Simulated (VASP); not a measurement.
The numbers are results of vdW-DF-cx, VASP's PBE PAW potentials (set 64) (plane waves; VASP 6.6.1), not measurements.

Input for VASP

INCAR:
```
SYSTEM=Ni3Fe
PREC=Accurate; ENCUT=520; LREAL=.FALSE.
LASPH=.TRUE.
EDIFF=1E-7; NELM=100; ALGO=Normal
LMAXMIX=4
ISMEAR=-5
GGA=CX; LUSE_VDW=.TRUE.; AGGAC=0.0
MAGMOM=2.8 0.6 0.6 0.6
ISPIN=2
ISIF=2
LWAVE=.FALSE.; LCHARG=.TRUE.; LORBIT=11
NEDOS=601
LEFG=.TRUE.
```

**KPOINTS**
```
Automatic
0
G
  10 10 10
0 0 0
```

### POSCAR
```
Ni3Fe
3.4956610
  0.9999999912   0.0000000000   0.0000000000
  0.0000000000   0.9999999912   0.0000000000
  0.0000000000   0.0000000000   0.9999999912
Fe Ni
1 3
direct
  0.0000000000   0.0000000000   0.0000000000
  0.0000000000   0.5000000000   0.5000000000
  0.5000000000   0.0000000000   0.5000000000
  0.5000000000   0.5000000000   0.0000000000
```

POTCAR, in this order: Fe Ni (PBE.64 set). Program: vasp_std.

The run wrote:

### OSZICAR
```
       N       E                     dE             d eps       ncg     rms          rms(c)
DAV:   1     0.255534057784E+03    0.25553E+03   -0.17565E+04  5760   0.216E+03
DAV:   2    -0.547836544018E+01   -0.26101E+03   -0.25265E+03  5648   0.376E+02
DAV:   3    -0.196633962182E+02   -0.14185E+02   -0.13498E+02  5791   0.122E+02
DAV:   4    -0.198831079178E+02   -0.21971E+00   -0.21884E+00  6081   0.154E+01
DAV:   5    -0.198887216021E+02   -0.56137E-02   -0.56108E-02  7837   0.204E+00    0.217E+01
DAV:   6    -0.170269471423E+02    0.28618E+01   -0.42723E+01  5819   0.101E+02    0.205E+01
DAV:   7    -0.204811239500E+02   -0.34542E+01   -0.26164E+01  6747   0.131E+02    0.277E+01
DAV:   8    -0.154004546189E+02    0.50807E+01   -0.19035E+01  6919   0.589E+01    0.632E+00
DAV:   9    -0.155693147236E+02   -0.16886E+00   -0.72534E-01  6273   0.110E+01    0.353E+00
DAV:  10    -0.155405416733E+02    0.28773E-01   -0.14362E-01  7911   0.889E+00    0.167E+00
DAV:  11    -0.155361021979E+02    0.44395E-02   -0.41730E-02  8219   0.295E+00    0.117E+00
DAV:  12    -0.155388553909E+02   -0.27532E-02   -0.72851E-03  7138   0.210E+00    0.355E-01
DAV:  13    -0.155386657986E+02    0.18959E-03   -0.25134E-03  7860   0.864E-01    0.887E-02
DAV:  14    -0.155386069200E+02    0.58879E-04   -0.26919E-04  6639   0.170E-01    0.110E-01
DAV:  15    -0.155386465356E+02   -0.39616E-04   -0.77403E-05  7035   0.254E-01    0.249E-02
DAV:  16    -0.155386520123E+02   -0.54767E-05   -0.14596E-05  6991   0.433E-02    0.247E-02
DAV:  17    -0.155386643817E+02   -0.12369E-04   -0.42553E-06  7071   0.560E-02    0.269E-03
DAV:  18    -0.155386638202E+02    0.56152E-06   -0.79159E-07  4962   0.911E-03    0.225E-03
DAV:  19    -0.155386650800E+02   -0.12598E-05   -0.47883E-08  3013   0.566E-03    0.582E-04
DAV:  20    -0.155386651531E+02   -0.73034E-07   -0.21897E-08  3019   0.168E-03
   1 F= -.15538665E+02 E0= -.15538665E+02  d E =0.000000E+00  mag=     4.5928
```

OUTCAR:
```
------------------------ aborting loop because EDIFF is reached ----------------------------------------
  FORCE on cell =-STRESS in cart. coord.  units (eV):
  Direction    XX          YY          ZZ          XY          YZ          ZX
  --------------------------------------------------------------------------------------
  Total       -0.0056285     -0.0056285     -0.0056285      0.0000000      0.0000000     -0.0000000
  in kB       -0.2111141     -0.2111141     -0.2111141      0.0000000      0.0000000     -0.0000000
  external PRESSURE =      -0.2111141 kB  Pullay stress =       0.0000000 kB
  volume of cell :       42.72
      direct lattice vectors                 reciprocal lattice vectors
     3.495660969  0.000000000  0.000000000     0.286068932  0.000000000  0.000000000
     0.000000000  3.495660969  0.000000000     0.000000000  0.286068932  0.000000000
     0.000000000  0.000000000  3.495660969     0.000000000  0.000000000  0.286068932
 POSITION                                       TOTAL-FORCE (eV/Angst)
 -----------------------------------------------------------------------------------
      0.00000      0.00000      0.00000         0.000000      0.000000      0.000000
      0.00000      1.74783      1.74783         0.000000      0.000000      0.000000
      1.74783      0.00000      1.74783         0.000000      0.000000      0.000000
      1.74783      1.74783      0.00000         0.000000      0.000000      0.000000
 -----------------------------------------------------------------------------------
    total drift:                                0.000000      0.000000      0.000000
  FREE ENERGIE OF THE ION-ELECTRON SYSTEM (eV)
  ---------------------------------------------------
  free  energy   TOTEN  =       -15.5386651531 eV

  energy  without entropy=      -15.5386651531  energy(sigma->0) =      -15.53866515

 total charge

# of ion       s       p       d       tot
------------------------------------------
    1        0.492   0.533   6.158   7.183
    2        0.523   0.547   8.354   9.423
    3        0.523   0.547   8.354   9.423
    4        0.523   0.547   8.354   9.423
--------------------------------------------------
tot          2.060   2.173  31.220  35.453

 magnetization (x)

# of ion       s       p       d       tot
------------------------------------------
    1        0.008   0.000   2.807   2.816
    2       -0.016  -0.042   0.647   0.589
    3       -0.016  -0.042   0.647   0.589
    4       -0.016  -0.042   0.647   0.589
--------------------------------------------------
tot         -0.040  -0.125   4.748   4.583
```
(Selected blocks of OUTCAR.)

For a metal the tetrahedron method with Blöchl corrections gives inexact stress and forces.

The compound is Ni3Fe in the L1_2 structure. It was relaxed first.
